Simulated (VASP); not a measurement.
# ZnS(110): relaxation, ionisation energy and affinity

Where do the bulk band edges lie against the vacuum outside ZnS(110)?

Calculated with VASP 6.6.1; r2SCAN; plane waves and PAW (Zn, S).

Experimental background.

For ZnS, sphalerite (zinc blende) (untreated commercial multispectral-grade CVD/HIP polycrystalline window), “On the Surface Hardening of Zinc Sulfide Windows by Gallium Sulfide” (2024, pmc:11595366) gives, by powder X-ray diffraction: lattice constant a (cubic a, untreated; bracketed figure appears to be the next digit …) 5.411 Å [commercial polycrystalline ceramic window; bracketed digit ambiguous (next digit or …].

For ZnS, zincblende (literature value, sample not described, 19 K), “Electronic, vibrational, and thermodynamic properties of ZnS (zincblende and rocksalt structure)” (2009, arxiv:0911.5022) quotes earlier work: band gap (direct gap E0 at Gamma) 3.85 eV [literature value at 19 K; includes electron-phonon renormalization, which the paper puts …].

Report form: the programs' logs are mostly left out.

## Step 1: Set-up

The structure is cubic, space group F-43m (No. 216). The conventional cell has a = 5.410 Å, b = 5.410 Å, c = 5.410 Å, α = 90.00°, β = 90.00°, γ = 90.00°. Nearest to Zn lie 4 S at 2.34 Å. Nearest to S lie 4 Zn at 2.34 Å. Farther neighbours and most contacts between anions are not listed.

Structure file:

```cif
data_structure
_symmetry_space_group_name_H-M 'F-43m'
_symmetry_Int_Tables_number 216
_cell_length_a 5.4100
_cell_length_b 5.4100
_cell_length_c 5.4100
_cell_angle_alpha 90.000
_cell_angle_beta 90.000
_cell_angle_gamma 90.000
_cell_volume 158.34
loop_
_atom_site_label
_atom_site_type_symbol
_atom_site_symmetry_multiplicity
_atom_site_Wyckoff_symbol
_atom_site_fract_x
_atom_site_fract_y
_atom_site_fract_z
_atom_site_occupancy
Zn1 Zn 4 a 0.00000 0.00000 0.00000 1
S1 S 4 d 0.25000 0.25000 0.75000 1
```

## Step 2: Relaxing the bulk crystal

First cell and atoms are relaxed at a raised cutoff, so that later runs start from this functional's own cell.

File INCAR:

```
SYSTEM = ZnS
PREC = Accurate
ENCUT = 360
EDIFF = 1E-06
NELM = 120
ISMEAR = 0
SIGMA = 0.03
LREAL = .FALSE.
ALGO = Normal
METAGGA = R2SCAN
LASPH = .TRUE.
NBANDS = 15
LORBIT = 11
LWAVE = .FALSE.
LCHARG = .FALSE.
KPAR = 4
IBRION = 2
NSW = 40
ISIF = 3
EDIFFG = -0.02
POTIM = 0.4
```

File POSCAR:

```
ZnS
1.0
    0.0000000000      2.7050000000      2.7050000000
    2.7050000000      0.0000000000      2.7050000000
    2.7050000000      2.7050000000      0.0000000000
Zn S
1 1
Direct
    0.0000000000      0.0000000000      0.0000000000
    0.2500000000      0.2500000000      0.2500000000
```

File KPOINTS:

```
Automatic mesh
0
Gamma
6 6 6
0 0 0
```

PAW data sets: Zn and S (PBE family, release 64).

The run is started by

```bash
$ mpirun -np 4 vasp_std
```

The job ended after 16 s (4 MPI ranks of Intel Xeon Platinum 8259CL at 2.50GHz (Skylake/Cascade Lake), shared host; peak memory 0.52 GiB).

The PAW data sets were made with PBE, which is usual practice but a small mismatch for other functionals. The run keeps the 24 symmetry operations of its start, so it cannot find a distortion of lower symmetry.

The steps of the relaxation:

| step | energy less that of the first step (eV) | largest force (eV/Å) | pressure (GPa) | volume (Å³) |
| --- | --- | --- | --- | --- |
| 1 | 0.0000 | 0.0000 | -1.20 | 39.59 |
| 2 | -0.0026 | 0.0000 | 0.15 | 38.91 |

| conventional cell, symmetrised | before | after | change |
| --- | --- | --- | --- |
| a (Å) | 5.410 | 5.379 | -0.6 % |
| b (Å) | 5.410 | 5.379 | -0.6 % |
| c (Å) | 5.410 | 5.379 | -0.6 % |
| volume (Å³/atom) | 19.79 | 19.45 | -1.7 % |

Final coordinates:

```
Zn S
1.0
     0.00000    2.68948    2.68948
     2.68948    0.00000    2.68948
     2.68948    2.68948    0.00000
Zn S
1 1
Direct
  0.00000 0.00000 0.00000
  0.25000 0.25000 0.25000
```

This step gave:

| Property | Result |
| --- | --- |
| electronic cycles | 24 |
| electrons | 18 |
| free energy (TOTEN) | -18.86 eV |
| Fermi energy | 2.166 eV |

The run ended after 2 ionic steps, 0.003 eV below its first step, once forces and stress met EDIFFG = -0.02.

## Step 3: Band edges of the bulk

A static bulk run at the slab's cutoff gives the band edges and the core potentials that tie them to the slab.

File INCAR:

```
SYSTEM = ZnS
PREC = Normal
ENCUT = 320
EDIFF = 1E-06
NELM = 120
ISMEAR = 0
SIGMA = 0.03
LREAL = .FALSE.
ALGO = Normal
METAGGA = R2SCAN
LASPH = .TRUE.
NBANDS = 15
LORBIT = 11
LWAVE = .FALSE.
LCHARG = .FALSE.
KPAR = 4
```

File POSCAR:

```
ZnS
1.0
    0.0000000000      2.6894803292      2.6894803292
    2.6894803292      0.0000000000      2.6894803292
    2.6894803292      2.6894803292      0.0000000000
Zn S
1 1
Direct
    0.0000000000      0.0000000000      0.0000000000
    0.2500000000      0.2500000000      0.2500000000
```

File KPOINTS:

```
Automatic mesh
0
Gamma
14 14 14
0 0 0
```

The run is started by

```bash
$ mpirun -np 4 vasp_std
```

The job ended after 21 s (4 MPI ranks; peak memory 0.54 GiB; 80 s of CPU time).

The gap is read on the k-mesh alone, so it is an upper bound where the band edges lie off the mesh.

This step gave:

| Property | Result |
| --- | --- |
| electronic cycles | 15 |
| free energy (TOTEN) | -18.85 eV |
| Fermi energy | 2.137 eV |
| metallic | no |
| gap on the k-mesh | 2.735 eV |
| least direct gap on the k-mesh | 2.735 eV |

## Step 4: Relaxing the slab

System of this step: ZnS(110). The cell holds 18 atoms: 9 Zn and 9 S. Cell: a = 3.803 Å, b = 5.379 Å, c = 31.214 Å, α = 90.0°, β = 90.0°, γ = 90.0°. It derives from ZnS. 9 layers, cut at this functional's lattice. Vacuum lies along c.

All atoms relax at the fixed cell.

File INCAR:

```
SYSTEM = ZnS
PREC = Normal
ENCUT = 320
EDIFF = 1E-05
NELM = 120
ISMEAR = 0
SIGMA = 0.03
LREAL = Auto
ALGO = Normal
METAGGA = R2SCAN
LASPH = .TRUE.
NBANDS = 100
LORBIT = 11
LWAVE = .FALSE.
LCHARG = .FALSE.
KPAR = 2
NCORE = 2
IBRION = 2
NSW = 60
ISIF = 2
EDIFFG = -0.03
POTIM = 0.4
MAXMIX = 40
IDIPOL = 3
LDIPOL = .TRUE.
DIPOL = 0.5 0.5 0.5
```

File POSCAR:

```
ZnS
1.0
    3.8034995573      0.0000000000      0.0000000000
    0.0000000000      5.3789606584      0.0000000000
    0.0000000000      0.0000000000     31.2139982292
Zn S
9 9
Direct
    0.0000000000      0.0000000000      0.2562952700
    0.5000000000      0.5000000000      0.3172214500
    0.0000000000      0.0000000000      0.3781476300
    0.5000000000      0.5000000000      0.4390738200
    0.0000000000      0.0000000000      0.5000000000
    0.5000000000      0.5000000000      0.5609261800
    0.0000000000      0.0000000000      0.6218523700
    0.5000000000      0.5000000000      0.6827785500
    0.0000000000      0.0000000000      0.7437047300
    0.0000000000      0.7500000000      0.3172214500
    0.5000000000      0.2500000000      0.2562952700
    0.0000000000      0.7500000000      0.4390738200
    0.5000000000      0.2500000000      0.3781476300
    0.0000000000      0.7500000000      0.5609261800
    0.5000000000      0.2500000000      0.5000000000
    0.0000000000      0.7500000000      0.6827785500
    0.5000000000      0.2500000000      0.6218523700
    0.5000000000      0.2500000000      0.7437047300
```

File KPOINTS:

```
Automatic mesh
0
Gamma
6 5 1
0 0 0
```

The run is started by

```bash
$ mpirun -np 4 vasp_std
```

Wall time 40 min (4 MPI ranks); peak memory 1.1 GiB.

Step by step:

| step | energy less that of the first step (eV) | largest force (eV/Å) |
| --- | --- | --- |
| 1 | 0.0000 | 1.7283 |
| 2 | -0.3149 | 1.3128 |
| 3 | -0.5725 | 0.7950 |
| 4 | -0.5234 | 1.1741 |
| 5 | -0.6302 | 0.7191 |
| 6 | -0.7996 | 0.5506 |
| 7 | -0.9082 | 0.4523 |
| 8 | -0.8840 | 0.5330 |
| 9 | -0.9382 | 0.3906 |
| 10 | -0.9724 | 0.1600 |
| 11 | -0.9727 | 0.1583 |
| 12 | -0.9809 | 0.1180 |
| 13 | -0.9817 | 0.1311 |
| 14 | -0.9867 | 0.0586 |
| 15 | -0.9881 | 0.0883 |
| 16 | -0.9905 | 0.0862 |
| 17 | -0.9906 | 0.0912 |
| 18 | -0.9921 | 0.0510 |
| 19 | -0.9921 | 0.0625 |

The atoms that moved most (Å):

| atom | dx | dy | dz | length |
| --- | --- | --- | --- | --- |
| Zn9 | 0.000 | 0.280 | -0.392 | 0.482 |
| Zn1 | 0.000 | 0.280 | 0.392 | 0.482 |
| S11 | 0.000 | 0.009 | -0.146 | 0.146 |
| S18 | 0.000 | 0.009 | 0.146 | 0.146 |
| Zn8 | 0.000 | -0.090 | 0.100 | 0.134 |
| Zn2 | 0.000 | -0.090 | -0.100 | 0.134 |
| S16 | 0.000 | -0.073 | -0.007 | 0.073 |
| S10 | 0.000 | -0.073 | 0.007 | 0.073 |

Final coordinates:

```xyz
18
Lattice="3.8035 0.0000 0.0000 0.0000 5.3790 0.0000 0.0000 0.0000 31.2140" Properties=species:S:1:pos:R:3
Zn    0.0000    0.2805    8.3923
Zn    1.9017    2.5999    9.8018
Zn    0.0000   -0.0376   11.8103
Zn    1.9017    2.6634   13.6844
Zn    0.0000   -0.0063   15.6070
Zn    1.9017    2.6634   17.5296
Zn    0.0000   -0.0376   19.4037
Zn    1.9017    2.5999   21.4122
Zn    0.0000    0.2805   22.8217
S     0.0000    3.9612    9.9086
S     1.9017    1.3534    7.8545
S     0.0000    4.0107   13.7099
S     1.9017    1.3136   11.7789
S     0.0000    4.0107   17.5040
S     1.9017    1.3348   15.6070
S     0.0000    3.9612   21.3054
S     1.9017    1.3136   19.4351
S     1.9017    1.3534   23.3595
```

The stop cut the electronic loop of the last step short, so that step is set aside; the step before it may be unsound too where the loop had begun to diverge.

The run met its time limit with a largest force of 0.06 eV/Å at its last finished step, short of the threshold. The session accepts it under a looser, picked bar, without proof that a minimum is near.

## Step 5: Vacuum level and density of states

A static run writes the electrostatic potential without exchange and correlation (LVHAR), which is flat in the vacuum and gives the level to count from. The dipole correction cancels the field that unlike faces would set up across the vacuum.

File INCAR:

```
SYSTEM = ZnS
PREC = Normal
ENCUT = 320
EDIFF = 1E-06
NELM = 120
ISMEAR = 0
SIGMA = 0.03
LREAL = Auto
ALGO = Normal
METAGGA = R2SCAN
LASPH = .TRUE.
NBANDS = 100
LORBIT = 11
LWAVE = .FALSE.
LCHARG = .TRUE.
KPAR = 2
IDIPOL = 3
LDIPOL = .TRUE.
DIPOL = 0.5 0.5 0.5
LVHAR = .TRUE.
LVACPOTAV = .TRUE.
NEDOS = 1500
```

File POSCAR:

```
ZnS
1.0
    3.8034995573      0.0000000000      0.0000000000
    0.0000000000      5.3789606584      0.0000000000
    0.0000000000      0.0000000000     31.2139982292
Zn S
9 9
Direct
    0.0000000000      0.0521458763      0.2688632556
    0.5000000000      0.4833393192      0.3140180522
    0.0000000000      0.9930116892      0.3783660046
    0.5000000000      0.4951439523      0.4384052395
    0.0000000000      0.9988220143      0.5000000000
    0.5000000000      0.4951439523      0.5615947605
    0.0000000000      0.9930116892      0.6216339954
    0.5000000000      0.4833393192      0.6859819478
    0.0000000000      0.0521458763      0.7311367444
    0.0000000000      0.7364286179      0.3174417781
    0.5000000000      0.2516006010      0.2516328202
    0.0000000000      0.7456218130      0.4392242888
    0.5000000000      0.2442184590      0.3773593328
    0.0000000000      0.7456218130      0.5607757112
    0.5000000000      0.2481573299      0.5000000000
    0.0000000000      0.7364286179      0.6825582219
    0.5000000000      0.2442184590      0.6226406672
    0.5000000000      0.2516006010      0.7483671798
```

KPOINTS is that of step 4.

File KPOINTS_OPT:

```
Line mode
14
Line-mode
Reciprocal
  0.00000000   0.00000000   0.00000000 GAMMA
  0.50000000   0.00000000   0.00000000 X

  0.50000000   0.00000000   0.00000000 X
  0.50000000   0.50000000   0.00000000 S

  0.50000000   0.50000000   0.00000000 S
  0.00000000   0.50000000   0.00000000 Y

  0.00000000   0.50000000   0.00000000 Y
  0.00000000   0.00000000   0.00000000 GAMMA

  0.00000000   0.00000000   0.00000000 GAMMA
  0.50000000   0.50000000   0.00000000 S
```

The run is started by

```bash
$ mpirun -np 4 vasp_std
```

Elapsed: 14 min, on 4 MPI ranks; peak memory 1.5 GiB; 54 min of CPU time.

This step gave:

- electronic cycles: 28
- electrons: 162
- free energy (TOTEN): -168.2743 eV
- Fermi energy: -1.635 eV
- least gap on mesh and path: 2.844 eV
- least direct gap on mesh and path: 2.844 eV
- dipole moment: 0, 0, 0 e·Å
- vacuum levels: 4.498, 4.498 eV
- ionisation potentials of the upper and lower face: 6.261, 6.261 eV
- electron affinities of the upper and lower face: 3.417, 3.417 eV

The electronic bands at the labelled points (eV, zero at the valence-band top; v1 is the highest filled band, c1 the lowest empty one):

| point | v4 | v3 | v2 | v1 | c1 | c2 | c3 | c4 |
| --- | --- | --- | --- | --- | --- | --- | --- | --- |
| Γ | -0.17 | -0.10 | -0.04 | 0.00 | 2.84 | 3.33 | 3.79 | 4.01 |
| 0.46 of the way | -0.88 | -0.83 | -0.63 | -0.35 | 4.16 | 4.22 | 4.39 | 4.41 |
| X | -1.50 | -1.16 | -0.98 | -0.83 | 3.36 | 3.52 | 4.02 | 4.51 |
| 0.54 of the way | -1.18 | -1.17 | -0.90 | -0.79 | 3.98 | 4.04 | 4.58 | 4.63 |
| S | -1.07 | -1.01 | -0.79 | -0.73 | 3.76 | 4.08 | 4.11 | 4.89 |
| 0.46 of the way | -0.89 | -0.88 | -0.66 | -0.64 | 4.43 | 4.59 | 4.72 | 5.12 |
| Y | -0.78 | -0.77 | -0.59 | -0.58 | 3.91 | 3.91 | 4.18 | 4.24 |
| 0.54 of the way | -0.33 | -0.33 | -0.32 | -0.26 | 3.68 | 3.77 | 3.98 | 4.06 |
| Γ | -0.17 | -0.10 | -0.04 | 0.00 | 2.84 | 3.33 | 3.79 | 4.01 |
| 0.46 of the way | -0.78 | -0.72 | -0.45 | -0.43 | 4.10 | 4.38 | 4.45 | 4.63 |
| S | -1.07 | -1.01 | -0.79 | -0.73 | 3.76 | 4.08 | 4.11 | 4.89 |

Of the projections kept (Zn, S), the largest for each band there; the rest of the weight can lie on other orbitals:

| point | v4 | v3 | v2 | v1 | c1 | c2 | c3 | c4 |
| --- | --- | --- | --- | --- | --- | --- | --- | --- |
| Γ | S 0.74 | S 0.73 | S 0.71 | S 0.72 | S 0.51 | S 0.54 | Zn 0.73 | Zn 0.50 |
| X | S 0.75 | S 0.70 | S 0.79 | S 0.77 | Zn 0.81 | Zn 0.81 | Zn 0.77 | Zn 0.80 |
| S | S 0.73 | S 0.71 | S 0.76 | S 0.78 | Zn 0.76 | Zn 0.73 | Zn 0.66 | Zn 0.64 |
| Y | S 0.66 | S 0.66 | S 0.74 | S 0.74 | Zn 0.72 | Zn 0.70 | Zn 0.64 | Zn 0.73 |
| Γ | S 0.74 | S 0.73 | S 0.71 | S 0.72 | S 0.51 | S 0.54 | Zn 0.73 | Zn 0.50 |
| S | S 0.73 | S 0.71 | S 0.76 | S 0.78 | Zn 0.76 | Zn 0.73 | Zn 0.66 | Zn 0.64 |

The planar average of the electrostatic potential oscillates, so the rows of the table below give means over windows of 1.9 Å about each position, cut where the curve ends. Its maxima inside the range that stand out by 2 % of the span (Å: eV): 8.8: 0.586, 10.8: 1.71, 12.7: 1.48, 14.6: 1.53, 16.6: 1.53, 18.5: 1.48, 20.4: 1.71, 22.4: 0.586. Its minima: 7.9: -4.78, 9.9: -5.82, 11.8: -5.54, 13.7: -5.61, 15.6: -5.58, 17.5: -5.61, 19.4: -5.54, 21.3: -5.82, 23.3: -4.78.

Zero at the Fermi level. Planar average of the electrostatic potential against height; means over each step:

height (Å), planar average of the electrostatic potential (eV) and a bar from the least value:
```
     0.95       6.14 ##############################
     2.85       6.14 ##############################
     4.75       6.13 ##############################
     6.65       4.24 #######################
     8.55      -1.92 ##
    10.45      -2.18 #
    12.35      -2.04 #
    14.25      -2.09 #
    16.15      -2.07 #
    18.05      -2.06 #
    19.95      -2.05 #
    21.85      -2.43 
    23.75       0.09 #########
    25.65       6.06 ##############################
    27.55       6.14 ##############################
    29.45       6.14 ##############################
```

Density of states in the PAW spheres, an atom over height of the layer and energy from the Fermi level.

Ten even steps from '0' (0.00 states/eV) to '9' (1.21 states/eV), each cell a mean:
```
0000000000000
0000000000000
0000000000000
1001111111001
4113121213114
9224322234229
9235333335329
7236454546327
7234444444327
5225444445225
4224454544224
3124433344213
2124333334212
3225344435223
2223233323222
1111111111111
1111111111111
1211111111121
1322111112231
1432322232341
1343443443431
0132344432310
```
Columns: height of the layer (Å) from 7.9 to 23.4 (not evenly spaced); rows upwards: energy from the Fermi level (eV) from -4.9 to 0.5.

Force by atom:

| atom | x (eV/Å) | y (eV/Å) | z (eV/Å) | size |
| --- | --- | --- | --- | --- |
| Zn1 | 0.0000 | 0.0026 | 0.0523 | 0.0523 |
| Zn2 | 0.0000 | 0.0017 | 0.0604 | 0.0604 |
| Zn3 | 0.0000 | 0.0065 | 0.0274 | 0.0282 |
| Zn4 | 0.0000 | -0.0013 | 0.0219 | 0.0219 |
| Zn5 | 0.0000 | -0.0183 | 0.0000 | 0.0183 |
| Zn6 | 0.0000 | -0.0013 | -0.0219 | 0.0219 |
| Zn7 | 0.0000 | 0.0065 | -0.0274 | 0.0282 |
| Zn8 | 0.0000 | 0.0017 | -0.0604 | 0.0604 |
| Zn9 | 0.0000 | 0.0026 | -0.0523 | 0.0523 |
| S10 | 0.0000 | 0.0065 | 0.0020 | 0.0068 |
| S11 | 0.0000 | 0.0096 | -0.0412 | 0.0423 |
| S12 | 0.0000 | -0.0110 | 0.0074 | 0.0132 |
| S13 | 0.0000 | 0.0050 | -0.0009 | 0.0051 |
| S14 | 0.0000 | -0.0110 | -0.0074 | 0.0132 |
| S15 | 0.0000 | -0.0214 | 0.0000 | 0.0214 |
| S16 | 0.0000 | 0.0065 | -0.0020 | 0.0068 |
| S17 | 0.0000 | 0.0050 | 0.0009 | 0.0051 |
| S18 | 0.0000 | 0.0096 | 0.0412 | 0.0423 |

Electrostatic potential energy in the cb plane at fractional x = 0.000, with atoms of Zn and S within 0.2 Å of it. With pseudopotentials it is smooth inside the atoms' cores, unlike the true potential.

Ten even steps from '0' (-50 eV) to '9' (5 eV), each cell a mean:
```
99999999999999999999877777888877777888887777
99999999999999999999987787536877777852378777
99999999999999999999999984000688888600038888
99999999999999999999999982000489998500028999
99999999999999999999999984001699999720058999
99999999999999999999999998656899999975689999
99999999999999999999999999989999999999999999
99999999999999999999999999999999999999999999
99999999999999999999999999999999999999999999
99999999999999999999999999999999999999999999
99999999999999999999988788999999999999999999
99999999999999999999877778999987778999998877
99999999999999999999877777899877777899998777
99999999999999999999777777899877777899987777
```
Columns run along c (16.0 Å, from fractional 0.00 to 0.52 of the cell; values clipped at the 3rd and 97th percentile), rows up along b (5.4 Å). Atoms in or near the plane, at fractional coordinates: Zn at (0.27, 0.05), Zn at (0.38, 0.99), Zn at (0.50, 0.00), S at (0.32, 0.74), S at (0.44, 0.75).

Valence density in the cb plane at fractional x = 0.000, with atoms of Zn and S within 0.2 Å of it. It is the smooth field of the valence electrons, not physical close to the nuclei.

Values in e/Å³, 8 rows by 16 columns, each cell a mean:
```
 0  0  0  0  0  0  0  0  2  1  1  5  2  1  1  6
 0  0  0  0  0  0  0  0  0  1  1  0  0  1  1  0
 0  0  0  0  0  0  0  0  0  1  1  0  0  1  1  0
 0  0  0  0  0  0  0  0  0  0  0  0  0  0  0  0
 0  0  0  0  0  0  0  0  0  0  0  0  0  0  0  0
 0  0  0  0  0  0  0  0  0  0  0  0  0  0  0  0
 0  0  0  0  0  0  0  0  3  0  0  0  0  0  0  1
 0  0  0  0  0  0  0  1 12  1  0  7  3  0  0 10
```
Columns run along c (16.0 Å, from fractional 0.00 to 0.52 of the cell), rows up along b (5.4 Å). Atoms in or near the plane, at fractional coordinates: Zn at (0.27, 0.05), Zn at (0.38, 0.99), Zn at (0.50, 0.00), S at (0.32, 0.74), S at (0.44, 0.75).

The map of layer states is cut here 0.5 eV above the Fermi level, so it leaves out the states above that, and it starts at -5 eV, leaving out a taller peak below that would set the scale.

The vacuum level lies 6.26 eV above the highest filled level at the upper face; both faces agree, as the slab has next to no dipole.

The program found no field-free point at its default tolerance, but its printed level agrees with the flat part of the planar average.

## Step 6: Lining up bulk and slab

This step: band edges against the vacuum, r2SCAN; plane waves and PAW (VASP 6.6.1).

Derived from the runs above.

This step gave:

```yaml
ionisation_energy: 6.267 eV
offset_spread: 0.004700 eV
bulk_gap: 2.735 eV
slab_gap: 2.844 eV
electron_affinity: 3.532 eV
buckling: 0.5378 Å
tilt: 26.62 degree
surface_energy_relaxed: 0.5536 J/m²
```

The averaged core potentials of the four middle atoms lie -3.737 eV from those of the bulk run. The bulk valence top (1.968 eV), moved by that offset, is taken from the upper vacuum level (4.498 eV).

## Step 7: Outcome

| Property | Result |
| --- | --- |
| ionisation energy | 6.27 eV |
| electron affinity | 3.53 eV |
| buckling | 0.538 Å |
| surface energy, relaxed | 0.554 J/m² |

**Reading.** The bulk valence-band top lies 6.27 eV below the vacuum of ZnS(110), and the conduction-band bottom 3.53 eV. The top layer buckles by 0.54 Å, a tilt of 27°, with S outermost, as the anion takes the dangling-bond electrons and the cation flattens towards sp². The surface costs 0.55 J/m². The slab's least gap is 2.84 eV, against 2.73 eV in the bulk. Confinement widens it, surface states can narrow it, and the two gaps need not lie at the same wave vector; the faces' own affinities count to the slab's lowest empty state. The offsets of the four middle atoms spread by 0.00 eV; a shift common to all four would not show in it. One thickness was run. Semilocal band edges put the valence top too high and the gap too small. A relaxation stopped short of its threshold, at a residual force of 0.06 eV/Å, so the energy of that state, where it is used, is an upper bound.

Calculation against experiment:

```
                  quantity  measured           r2SCAN
    lattice constant a (Å)     5.411   5.379 (-0.6 %)
band gap (direct gap) (eV)      3.85  2.73 (-1.12 eV)
```

Measured values from pmc:11595366 (2024) and arxiv:0911.5022 (2009).

**Verdict.** The lattice constant a is off by -0.6 %: good agreement. The band gap is off by -1.12 eV: a clear miss. Local and semilocal functionals usually give gaps below the measured ones. Zero-point and thermal motion shift the measured gap. The grades are ours: good and fair within 0.7 and 1.5 % for the lattice constant a. Zero-point motion and thermal expansion are not in the computed lattice constants.

[Lines on the potential files, build, host, timing and source positions are cut from VASP's logs without a mark.]

[Logs are printed without paths, hosts, clocks, repeated set-up lines and the standing remarks that a program may print on its own settings, such as how far it seeks lower states.]

[Hosts, paths, dates, database ids (printed as entryN), source tags and the programs' standing remarks are cut or masked in the printed files.]

[Runs that stopped without an error message from VASP are left out.]
